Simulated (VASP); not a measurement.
Data:

```
Pt3Ti
1.0
    3.89787     0.00000     0.00000
    0.00000     3.89787     0.00000
    0.00000     0.00000     3.89787
Ti Pt
1 3
Cartesian
  0.00000   0.00000   0.00000
  0.00000   1.94893   1.94893
  1.94893   0.00000   1.94893
  1.94893   1.94893   0.00000
```

The numbers are results of PBEsol GGA, VASP's PBE PAW potentials (set 64) (plane waves; VASP), not measurements. Numerical set-up: 400 eV cut-off, Gaussian smearing of 0.050 eV, potentials Ti_sv Pt.

Unless said otherwise, spin-orbit coupling is left out, though it shifts the bands of the heavy elements here.

Q: What does the run give for the band gap (along the path) with the smallest direct gap where there is one?

A: 
```yaml
band gap (along the path): none (metal, semimetal or under 0.01 eV)
```

The absolute energy has meaning only against runs of the same code, potentials and settings.

The compound is Pt3Ti in the L1_2 structure. It was relaxed first.
